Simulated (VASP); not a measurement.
Input:

```yaml
crystal:
  lattice:
    - [0.00000, 2.95773, 2.95773]
    - [2.95773, 0.00000, 2.95773]
    - [2.95773, 2.95773, 0.00000]
  atoms:
    - { symbol: Hg, position: [0.00000, 0.00000, 0.00000] }
    - { symbol: S, position: [0.25000, 0.25000, 0.25000] }
```

The numbers are results of vdW-DF-cx, VASP's PBE PAW potentials (set 64) (plane waves; VASP 6.6.1), not measurements. Settings: 520 eV cut-off, Gaussian smearing of 0.050 eV, potentials Hg S.

Unless said otherwise, spin-orbit coupling is left out, though it shifts the bands of the heavy elements here.

Problem. What does the run give for the band gap (along the path) with the smallest direct gap where there is one?

Solution. 
The band gap (along the path) is none (metal, semimetal or under 0.01 eV).

Total energies compare only between runs with the same potentials, cut-off and functional.

The compound is HgS in the zinc blende structure, metacinnabar; cinnabar is the stable form. It was relaxed first.
